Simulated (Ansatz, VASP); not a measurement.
# SnH: VASP beside Ansatz

Aim: how closely do two programs agree when they are given the same cell, functional and k mesh? The cell is generated by rule, not measured, and may not be a known phase. The cell is taken from a series of runs on this material, whose earlier steps may have relaxed, scaled, displaced or heated it; both programs get it as it stands.

Method: plane waves, with VASP 6.6.1 beside it; single point at LDA, in Ansatz 0.2.0.

The structure was built from a prototype and need not be the compound's stable phase.

**1. Set-up**

The structure is tetragonal, space group P4_2/mnm (No. 136). Conventional cell: a = 4.532 Å, b = 4.532 Å, c = 6.153 Å, α = 90.00°, β = 90.00°, γ = 90.00°. Sn has 4 H at 2.19 to 2.25 Å nearest. Nearest to H lie 4 Sn at 2.19 to 2.25 Å. Farther neighbours are not listed.

Structure file:

```xyz
8
Lattice="-3.2044 -3.2044 0.0000 -3.2044 3.2044 0.0000 0.0000 0.0000 -6.1531" Properties=species:S:1:pos:R:3 pbc="T T T"
Sn   -3.2044    1.6023    0.0000
Sn   -3.2044   -1.6023    0.0000
Sn   -1.6023    0.0000   -3.0766
Sn   -4.8066    0.0000   -3.0766
H    -3.2044    0.0000   -1.5783
H    -3.2044   -3.2044   -1.4983
H    -3.2044    0.0000   -4.5748
H    -3.2044   -3.2044   -4.6548
```

**2. VASP: single point, LDA, pair 1**

With cell and atoms fixed, the geometry can't cause a difference; cores, projectors, grids and the points listed under the comparison can.

Lines of VASP's logs that name or quote its potential files are left out, and so is its time.

File INCAR:

```
SYSTEM = SnH
PREC = Accurate
ENCUT = 500
EDIFF = 1E-06
NELM = 120
ISMEAR = 1
SIGMA = 0.2
LREAL = .FALSE.
ALGO = Normal
GGA = PW92
NBANDS = 38
LORBIT = 11
LWAVE = .FALSE.
LCHARG = .FALSE.
ISIF = 2
LASPH = .TRUE.
GGA_COMPAT = .FALSE.
KPAR = 2
```

File POSCAR:

```
SnH
1.0
   -3.2044336889     -3.2044336889      0.0000000000
   -3.2044336889      3.2044336889      0.0000000000
    0.0000000000      0.0000000000     -6.1531286746
Sn H
4 4
Direct
    0.2499925861      0.7500074139      0.0000000000
    0.7500074139      0.2499925861      0.0000000000
    0.2500074139      0.2500074139      0.5000000000
    0.7499925861      0.7499925861      0.5000000000
    0.5000000000      0.5000000000      0.2565007579
    1.0000000000      0.0000000000      0.2434992421
    0.5000000000      0.5000000000      0.7434992421
    1.0000000000      0.0000000000      0.7565007579
```

File KPOINTS:

```
Automatic mesh
0
Gamma
8 8 6
0 0 0
```

The projector-augmented-wave data sets are Sn_d and H (LDA family, release 64).

Run with:

```sh
$ mpirun -np 2 vasp_std
```

Output:

```text
[banner, memory and clock lines left out]
running    2 mpi-ranks, on    1 nodes
 distrk:  each k-point on    1 cores,    2 groups
 distr:  one band on    1 cores,    1 groups

 POSCAR found type information on POSCAR SnH
 POSCAR found :  2 types and       8 ions
|                                                                             |
|               ----> ADVICE to this user running VASP <----                  |
|                                                                             |
|     You enforced a specific xc type in the INCAR file but a different       |
|     [... a line on the potential file left out ...]
|     I HOPE YOU KNOW WHAT YOU ARE DOING!                                     |
|                                                                             |

 LDA part: xc-table for (Slater(with rela. corr.)+PW92), standard interpolation
 POSCAR, INCAR and KPOINTS ok, starting setup
 FFT: planning ... GRIDC
 FFT: planning ... GRID_SOFT
 FFT: planning ... GRID
 WAVECAR not read
 entering main loop
       N       E                     dE             d eps       ncg     rms          rms(c)
DAV:   1     0.593717563903E+03    0.59372E+03   -0.29317E+04  4696   0.234E+03
DAV:   2     0.572291247961E+02   -0.53649E+03   -0.52563E+03  4560   0.599E+02
DAV:   3    -0.250946008745E+02   -0.82324E+02   -0.80340E+02  5090   0.199E+02
DAV:   4    -0.294374016016E+02   -0.43428E+01   -0.42952E+01  5186   0.487E+01
DAV:   5    -0.295708754137E+02   -0.13347E+00   -0.13343E+00  5770   0.882E+00    0.518E+00
DAV:   6    -0.289375863634E+02    0.63329E+00   -0.56610E-01  5744   0.490E+00    0.258E+00
DAV:   7    -0.288307059091E+02    0.10688E+00   -0.76202E-01  5428   0.366E+00    0.632E-01
DAV:   8    -0.288309628847E+02   -0.25698E-03   -0.97742E-02  5246   0.222E+00    0.302E-01
DAV:   9    -0.288282462054E+02    0.27167E-02   -0.10042E-02  5416   0.900E-01    0.102E-01
DAV:  10    -0.288282368314E+02    0.93741E-05   -0.15447E-03  6094   0.221E-01    0.509E-02
DAV:  11    -0.288282472103E+02   -0.10379E-04   -0.56557E-04  5828   0.168E-01    0.370E-02
DAV:  12    -0.288282091867E+02    0.38024E-04   -0.12133E-04  5398   0.740E-02    0.688E-03
DAV:  13    -0.288282102913E+02   -0.11047E-05   -0.14998E-05  4340   0.140E-02    0.282E-03
DAV:  14    -0.288282102727E+02    0.18625E-07   -0.30765E-07  2882   0.435E-03
   1 F= -.28828210E+02 E0= -.28828999E+02  d E =0.236744E-02
```

Parts of OUTCAR (step 2):

```text
ion  position               nearest neighbor table
   1  0.250  0.750  0.000-   6 2.19   8 2.19   7 2.25   5 2.25   2 3.20   2 3.20   2 3.20   2 3.20

  LATTYP: Found a simple tetragonal cell.
 ALAT       =     4.5317535826
 C/A-ratio  =     1.3577809478

 Subroutine GETGRP returns: Found 16 space group operations
 (whereof  8 operations were pure point group operations)

The static configuration has the point symmetry D_2h.
 The point group associated with its full space group is D_4h.

 Found     60 irreducible k-points:

   k-points           NKPTS =     60   k-points in BZ     NKDIM =     60   number of bands    NBANDS=     38

   dimension x,y,z NGX =    36 NGY =   36 NGZ =   48
   dimension x,y,z NGXF=    72 NGYF=   72 NGZF=   96

   ENCUT  =  500.0 eV  36.75 Ry    6.06 a.u.   8.26  8.26 11.22*2*pi/ulx,y,z

   NELECT =      60.0000    total number of electrons

 k-points in reciprocal lattice and weights: Automatic mesh
   0.00000000  0.00000000  0.00000000       0.003
   0.12500000  0.00000000  0.00000000       0.010
   0.25000000  0.00000000  0.00000000       0.010
   0.37500000  0.00000000  0.00000000       0.010
   0.50000000  0.00000000  0.00000000       0.005
   0.12500000  0.12500000  0.00000000       0.010
   0.25000000  0.12500000  0.00000000       0.021
   0.37500000  0.12500000  0.00000000       0.021
   0.50000000  0.12500000  0.00000000       0.010
[...]
0.50000000  0.37500000  0.50000000       0.010
   0.50000000  0.50000000  0.50000000       0.003

 average (electrostatic) potential at core
       1 -99.9608       2 -99.9608       3 -99.9608       4 -99.9608       5 -30.0359
       6 -30.0359       7 -30.0359       8 -30.0359

 E-fermi :   7.0576

 k-point     1 :       0.0000    0.0000    0.0000
  band No.  band energies     occupation
    ...
     26       2.5884      2.00000
     27       4.0412      2.00000
     28       4.4581      2.00000
     29       5.9877      2.00000
     30       6.8551      2.05270
     31       8.2493     -0.00000
     32       8.2493     -0.00000
     33       8.4719     -0.00000
     34      10.5089     -0.00000
     35      10.5089     -0.00000
    ...

 k-point     2 :       0.1250    0.0000    0.0000
  band No.  band energies     occupation
    ...
     26       2.6364      2.00000
     27       3.7534      2.00000
     28       5.1357      2.00000
     29       5.9620      2.00000
     30       6.8186      2.07063
     31       7.7844     -0.00000
     32       8.2943     -0.00000
     33       8.3505     -0.00000
     34       9.9011     -0.00000
     35      10.6837     -0.00000
    ...

 k-point     3 :       0.2500    0.0000    0.0000
  band No.  band energies     occupation
    ...
     27       3.0458      2.00000
     28       5.9478      2.00000
     29       6.4722      2.00028
     30       6.5874      2.00440
     31       7.1053      0.60842
     32       8.4858     -0.00000
     33       8.6453     -0.00000
     34       8.7767     -0.00000
     35      10.5486     -0.00000
     36      10.9018     -0.00000
    ...

  Total       -0.1230124     -0.1230124     -0.0928622      0.0000000      0.0000000      0.0000000
  in kB       -1.5596631     -1.5596631     -1.1773919      0.0000000      0.0000000      0.0000000
  external PRESSURE =      -1.4322393 kB  Pullay stress =       0.0000000 kB

  energy-cutoff  :      500.00
  volume of cell :      126.37
      direct lattice vectors                 reciprocal lattice vectors
    -3.204433689 -3.204433689  0.000000000    -0.156033811 -0.156033811  0.000000000
    -3.204433689  3.204433689  0.000000000    -0.156033811  0.156033811  0.000000000
     0.000000000  0.000000000 -6.153128675     0.000000000  0.000000000 -0.162518948

 POSITION                                       TOTAL-FORCE (eV/Angst)
 -----------------------------------------------------------------------------------
     -3.20443      1.60226      0.00000         0.000000      0.015146      0.000000
     -3.20443     -1.60226      0.00000         0.000000     -0.015146      0.000000
     -1.60226      0.00000     -3.07656        -0.015146      0.000000      0.000000
     -4.80660      0.00000     -3.07656         0.015146      0.000000      0.000000
     -3.20443      0.00000     -1.57828        -0.000000      0.000000     -0.163695
      0.00000      0.00000     -1.49828         0.000000     -0.000000      0.163695
     -3.20443      0.00000     -4.57485        -0.000000      0.000000      0.163695
      0.00000      0.00000     -4.65485         0.000000      0.000000     -0.163695
 -----------------------------------------------------------------------------------
    total drift:                               -0.000000      0.000000     -0.000000

  FREE ENERGIE OF THE ION-ELECTRON SYSTEM (eV)
  ---------------------------------------------------
  free  energy   TOTEN  =       -28.8282102727 eV

  energy  without entropy=      -28.8305777164  energy(sigma->0) =      -28.82899942

 total charge
# of ion       s       p       d       tot
------------------------------------------
    1        1.316   0.900   9.997  12.213
    2        1.316   0.900   9.997  12.213
    3        1.316   0.900   9.997  12.213
    4        1.316   0.900   9.997  12.213
    5        0.461   0.013   0.000   0.474
    6        0.461   0.013   0.000   0.474
    7        0.461   0.013   0.000   0.474
    8        0.461   0.013   0.000   0.474
--------------------------------------------------
tot          7.105   3.655  39.988  50.748

[... 3 further parts left out ...]
```

The run ends at a pressure of -0.14 GPa, with forces up to 0.16 eV/Å.

**3. Ansatz: single point, LDA, pair 1**

Ansatz runs on norm-conserving files, of PseudoDojo where its log says so.

The same cell, functional (in two slightly different forms), mesh and smearing now go to Ansatz, which takes its cutoff from its data sets.

File input.yaml:

```yaml
crystal:
  lattice:
    - [-3.2044336889, -3.2044336889, 0.0]
    - [-3.2044336889, 3.2044336889, 0.0]
    - [0.0, 0.0, -6.1531286746]
  atoms:
    - { symbol: Sn, position: [0.2499925861, 0.7500074139, 0.0] }
    - { symbol: Sn, position: [0.7500074139, 0.2499925861, 0.0] }
    - { symbol: Sn, position: [0.2500074139, 0.2500074139, 0.5] }
    - { symbol: Sn, position: [0.7499925861, 0.7499925861, 0.5] }
    - { symbol: H, position: [0.5, 0.5, 0.2565007579] }
    - { symbol: H, position: [1.0, 1.0, 0.2434992421] }
    - { symbol: H, position: [0.5, 0.5, 0.7434992421] }
    - { symbol: H, position: [1.0, 1.0, 0.7565007579] }
kpoints:
  mp_grid: { grid: [8, 8, 6] }
hamiltonian:
  xc: lda
  pseudopotentials: { kind: nc }
scf:
  occupations: { method: methfessel_paxton, width: 0.2 }
output:
  forces: true
  stress: true
  eigenvalues: true
```

Run with:

```sh
$ ansatz run input.yaml --threads 8 --pin off --max-ram 14336MiB --backend cpu --events-out ev --progress --plain --runs-dir out
```

Output:

```text
Engine: ansatz 0.2.0, x86_64-unknown-linux-gnu
Pseudopotentials: kind: nc
Pseudopotential: Sn, nc, valence charge 14, recommended cutoff 979.609905 eV (normal), Sn.nc.azcp (PseudoDojo's, or run here from an input of PseudoDojo's: the run reads no file of this project's for it)
Pseudopotential: H, nc, valence charge 1, recommended cutoff 1006.821291 eV (normal), H.nc.azcp (PseudoDojo's, or run here from an input of PseudoDojo's: the run reads no file of this project's for it)
Functional definition: SPW92
  exchange = slater_x
  correlation = pw_c
Crystal: 8 atoms, lattice volume = 126.366 Å³
Basis set: ecut = 1006.821291 eV, 9147 PW (Γ)
Bands: 38, of which v1, the nominal top of the filled ones, is band 30 counted from 1 (29 counted from 0)
Symmetry: 16 space group operations
Space group: P42/mnm (ITA 136), of the structure as read, at distance tolerance 5.0e-5 Å
k-points: 60 of 384
Non-local potential: Sn, projectors of the file, l = 0: 2, l = 1: 2, l = 2: 2
Non-local potential: H, projectors of the file, l = 0: 2, l = 1: 1
Initial density: superposition of atomic densities (chi_scale 0.1, normalization cell, long waves kept (reshape's long-wave potential 0.00 eV rms))
Initial wavefunctions: pseudopotential atomic-orbital guess
Functional: x = slater, c = lda
SCF iter   1: F=—  HF=-8613.086775 eV  |F-HF|=—  |Δ(HF+E_count)|=         —  Δρ=3.63e-2  dr2=1.92e0  ethr=3.10e-3  ⟨swp⟩=5.7  Hψ=8473  notcnv=0
preconditioner: auto → Kerker (q_TF=auto, 2.410 Å⁻¹)  [metal: Δε(μ)=0.004 eV  Ē_g=18.497 eV  σ=0.200 eV  W_gap=0.02  n_scr=28 (ndim 8)  ℏωp=25.6 eV  f_vac=0.000  D(μ)=2.50/eV (n_scr^D=14)]
SCF iter   2: F=—  HF=-8612.599672 eV  |F-HF|=—  |Δ(HF+E_count)|=   4.87e-1  S|Δr|=    0.00e0  Δρ=1.90e-2  dr2=5.84e-1  ethr=3.10e-3  ⟨swp⟩=1.5  Hψ=2819  notcnv=0  defer=23
SCF iter   3: F=—  HF=-8612.395947 eV  |F-HF|=—  |Δ(HF+E_count)|=   2.04e-1  S|Δr|=    0.00e0  Δρ=3.11e-3  dr2=6.19e-3  ethr=9.73e-4  ⟨swp⟩=2.1  Hψ=3143  notcnv=0  defer=25
SCF iter   4: F=—  HF=-8612.398400 eV  |F-HF|=—  |Δ(HF+E_count)|=   2.45e-3  S|Δr|=    0.00e0  Δρ=4.73e-4  dr2=2.66e-4  ethr=1.03e-5  ⟨swp⟩=2.6  Hψ=4408  notcnv=0  defer=82
SCF iter   5: F=—  HF=-8612.398399 eV  |F-HF|=—  |Δ(HF+E_count)|=   9.33e-7  S|Δr|=    0.00e0  Δρ=2.32e-4  dr2=2.60e-5  ethr=4.43e-7  ⟨swp⟩=2.0  Hψ=3916  notcnv=0  defer=82
SCF iter   6: F=—  HF=-8612.398698 eV  |F-HF|=—  |Δ(HF+E_count)|=   2.99e-4  S|Δr|=    0.00e0  Δρ=4.28e-5  dr2=3.82e-6  ethr=4.34e-8  ⟨swp⟩=2.0  Hψ=3513  notcnv=0  defer=112
SCF iter   7: F=—  HF=-8612.398697 eV  |F-HF|=—  |Δ(HF+E_count)|=   6.80e-7  S|Δr|=    0.00e0  Δρ=1.72e-5  dr2=5.36e-7  ethr=6.37e-9  ⟨swp⟩=2.3  Hψ=2635  notcnv=0  defer=112
SCF iter   8: F=-8612.398697 eV  HF=-8612.398697 eV  |F-HF|=1.48e-8  |Δ(HF+E_count)|=   1.28e-7  S|Δr|=    0.00e0  Δρ=3.68e-6  dr2=2.60e-8  ethr=1.67e-10  ⟨swp⟩=11.6  Hψ=11242  notcnv=0
SCF 1 converged in 8 iterations: F = -8612.398697 eV  dr2 = 2.60e-8
SCF converged after 8 iterations
Stability not checked: this state was not tested for a lower state beside it, because cold or Methfessel-Paxton smearing, or corrected tetrahedra, fill the levels in a way that the test cannot read (fill_not_monotonic; see scf.lower_state_search)
Free energy (F): -8612.398697 eV
Harris-Foulkes:  -8612.398697 eV  (|F-HF|=1.48e-8)
Internal energy: -8612.401136 eV  (E = F + TS)
E sigma→0 (E₀):  -8612.399307 eV
Entropy (-TS):   0.002439 eV (0.305 meV/atom)
Fermi energy:    9.709683 eV
Step filling:    the computed levels leave a gap of 0.0223 eV = 0.1 smearing widths at the electron count; against every level under it full and every level over it empty, smearing changes F+E_penalty+E_count by -0.507 meV and its σ→0 estimate by -1.116 meV
--- Per-component energies (eV) ---
  E_band       = -387.137067
  E_kinetic    = 5150.959904
  E_local      = -5576.774848  (includes V_loc(G=0)·N_el)
  E_nonlocal   = -2427.461747
  E_hartree    = 1940.026427
  E_xc         = -2398.379825
  E_vxc        = -1413.901369  (∫ρ·V_xc dr)
  E_ewald      = -5300.771047
  E_smearing   = 0.002439  (= −TS)
  E_closure    = -0.000000  (closes the sum)
  Σ components = -8612.398697   (vs F -8612.398697, Δ=0.00e0)
--- Forces (eV/Å), atoms counted from 1 ---
  atom   1  Sn     0.00000000     0.01353158     0.00000000
  atom   2  Sn    -0.00000000    -0.01353158     0.00000000
  atom   3  Sn    -0.01353158     0.00000000     0.00000000
  atom   4  Sn     0.01353158     0.00000000     0.00000000
  atom   5  H      0.00000000     0.00000000    -0.16006590
  atom   6  H      0.00000000    -0.00000000     0.16006590
  atom   7  H      0.00000000     0.00000000     0.16006590
  atom   8  H      0.00000000    -0.00000000    -0.16006590
  max |Σ_I F_I| component: 2.78e-17 eV/Å
--- Stress (GPa, compression-positive) ---
       -0.020715      -0.000000       0.000000
        0.000000      -0.020715       0.000000
        0.000000       0.000000      -0.000001
  P = ⅓ Tr σ = -0.0138 GPa (-0.138 kbar)
--- Band table (eV; the first three rows and the last of 60) ---
  k-point 0: bands = [... 26 lower, 6.6967, 7.1125, 8.6427, 9.5110, 10.9122, 10.9122, 11.1120, 13.1799, ... 4 higher]
  k-point 1: bands = [... 26 lower, 6.0691, 7.2216, 9.2452, 9.4250, 10.3600, 10.6228, 10.6228, 13.3019, ... 4 higher]
  k-point 2: bands = [... 26 lower, 5.2357, 7.5407, 8.6197, 8.6590, 10.2106, 10.2106, 10.9978, 13.5428, ... 4 higher]
  k-point 59: bands = [... 26 lower, 5.2792, 5.2792, 9.7179, 9.7179, 10.1573, 10.1573, 11.3107, 11.3107, ... 4 higher]
```

The run ends at a pressure of -0.01 GPa, with forces up to 0.16 eV/Å.

**4. Side by side**

Known differences besides the potentials themselves: the cutoff is 1006.82 eV in Ansatz and 500 eV in VASP; VASP's log shows a relativistic correction to its local exchange, Ansatz's none. Total energies have different zeros and are not compared.

Compared:

```
      quantity  Ansatz   VASP  difference
pressure (GPa)   -0.01  -0.14       +0.13
```

Forces (eV/Å; atoms numbered as in POSCAR):

```
atom        Ansatz x, y, z          VASP x, y, z
 Sn1   0.000, 0.014, 0.000   0.000, 0.015, 0.000
 Sn2  0.000, -0.014, 0.000  0.000, -0.015, 0.000
 Sn3  -0.014, 0.000, 0.000  -0.015, 0.000, 0.000
 Sn4   0.014, 0.000, 0.000   0.015, 0.000, 0.000
  H5  0.000, 0.000, -0.160  0.000, 0.000, -0.164
  H6   0.000, 0.000, 0.160   0.000, 0.000, 0.164
  H7   0.000, 0.000, 0.160   0.000, 0.000, 0.164
  H8  0.000, 0.000, -0.160  0.000, 0.000, -0.164
```

The forces differ by 1.6 meV/Å r.m.s., which is 2.4 % of the r.m.s. force of 0.067 eV/Å (both taken over all components).

**5. VASP: single point, LDA, pair 2**

With cell and atoms fixed, the geometry can't cause a difference; cores, projectors, grids and the points listed under the comparison can.

INCAR is that of step 2.

File POSCAR:

```
SnH
1.0
   -3.2044336889     -3.2044336889      0.0000000000
   -3.2044336889      3.2044336889      0.0000000000
    0.0000000000      0.0000000000     -6.1531286746
Sn H
4 4
Direct
    0.2499851723      0.7500148277      0.0000000000
    0.7500148277      0.2499851723      0.0000000000
    0.2500148277      0.2500148277      0.5000000000
    0.7499851723      0.7499851723      0.5000000000
    0.5000000000      0.5000000000      0.2630015159
    0.0000000000      0.0000000000      0.2369984841
    0.5000000000      0.5000000000      0.7369984841
    0.0000000000      0.0000000000      0.7630015159
```

KPOINTS is that of step 2.

Run with:

```sh
$ mpirun -np 2 vasp_std
```

Output:

```text
[banner, memory and clock lines left out]
running    2 mpi-ranks, on    1 nodes
[...]
[... a notice as in an earlier step ...]

 LDA part: xc-table for (Slater(with rela. corr.)+PW92), standard interpolation
 POSCAR, INCAR and KPOINTS ok, starting setup
[...]
entering main loop
       N       E                     dE             d eps       ncg     rms          rms(c)
DAV:   1     0.593582293878E+03    0.59358E+03   -0.29319E+04  4696   0.234E+03
DAV:   2     0.572017959227E+02   -0.53638E+03   -0.52553E+03  4560   0.599E+02
DAV:   3    -0.251221245968E+02   -0.82324E+02   -0.80332E+02  5090   0.199E+02
DAV:   4    -0.294734200584E+02   -0.43513E+01   -0.43089E+01  5228   0.488E+01
[...]
DAV:  12    -0.288634596623E+02    0.48970E-04   -0.14153E-04  5434   0.803E-02    0.701E-03
DAV:  13    -0.288634613814E+02   -0.17190E-05   -0.24545E-05  4400   0.167E-02    0.232E-03
DAV:  14    -0.288634614396E+02   -0.58197E-07   -0.41944E-07  3032   0.522E-03
   1 F= -.28863461E+02 E0= -.28864008E+02  d E =0.163901E-02
```

Parts of OUTCAR (step 5):

```text
  Total       -0.0893098     -0.0893098     -0.0173442      0.0000000      0.0000000      0.0000000
  in kB       -1.1323511     -1.1323511     -0.2199055      0.0000000      0.0000000      0.0000000
  external PRESSURE =      -0.8282026 kB  Pullay stress =       0.0000000 kB

 POSITION                                       TOTAL-FORCE (eV/Angst)
 -----------------------------------------------------------------------------------
     -3.20443      1.60231      0.00000         0.000000      0.020635     -0.000000
     -3.20443     -1.60231      0.00000         0.000000     -0.020635      0.000000
     -1.60231      0.00000     -3.07656        -0.020635      0.000000     -0.000000
     -4.80656      0.00000     -3.07656         0.020635      0.000000      0.000000
     -3.20443      0.00000     -1.61828         0.000000     -0.000000     -0.268308
      0.00000      0.00000     -1.45828         0.000000      0.000000      0.268308
     -3.20443      0.00000     -4.53485         0.000000     -0.000000      0.268308
      0.00000      0.00000     -4.69485         0.000000      0.000000     -0.268308
 -----------------------------------------------------------------------------------
    total drift:                               -0.000000     -0.000000     -0.000000

  FREE ENERGIE OF THE ION-ELECTRON SYSTEM (eV)
  ---------------------------------------------------
  free  energy   TOTEN  =       -28.8634614396 eV

  energy  without entropy=      -28.8651004516  energy(sigma->0) =      -28.86400778

[... 2 parts as in an earlier step ...]

[... 1 further part left out ...]
[key lines of the parts left out:]
E-fermi :   7.0742
```

The run ends at a pressure of -0.08 GPa, with forces up to 0.27 eV/Å.

(Part 1 of 2 ends here.)

[Lines on the potential files, build, host, timing and source positions are cut from VASP's logs without a mark.]

[Logs are printed without paths, hosts, clocks, repeated set-up lines and the standing remarks that a program may print on its own settings, such as how far it seeks lower states.]

[Hosts, paths, dates, database ids (printed as entryN), source tags and the programs' standing remarks are cut or masked in the printed files.]
